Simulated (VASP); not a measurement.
Given:

```xyz
2
Lattice="0.0000 3.5941 3.5941 3.5941 0.0000 3.5941 3.5941 3.5941 0.0000" Properties=species:S:1:pos:R:3 pbc="T T T"
K      0.0000     0.0000     0.0000
I      3.5941     3.5941     3.5941
```

Method: PBE GGA, VASP's PBE PAW potentials (set 64) (plane waves; VASP). Numerical set-up: 480 eV cut-off, 6×6×6 Γ-centred mesh, Gaussian smearing of 0.050 eV, potentials K_sv I.

Unless said otherwise, spin-orbit coupling is left out, though it shifts the bands of the heavy elements here.

Q: Predict the energy per atom (σ→0), band gap (on the k-mesh) with the smallest direct gap where there is one.

A: 
```yaml
band gap (on the k-mesh): 3.85 eV
smallest direct gap (on the k-mesh): 3.85 eV
energy per atom (σ→0): -2.783 eV/atom
```

Only differences to runs with the same potentials and settings are physical.

The compound is KI in the rock salt structure. It was relaxed first, which changed the volume by +5 %. The start is the result of an earlier pass.
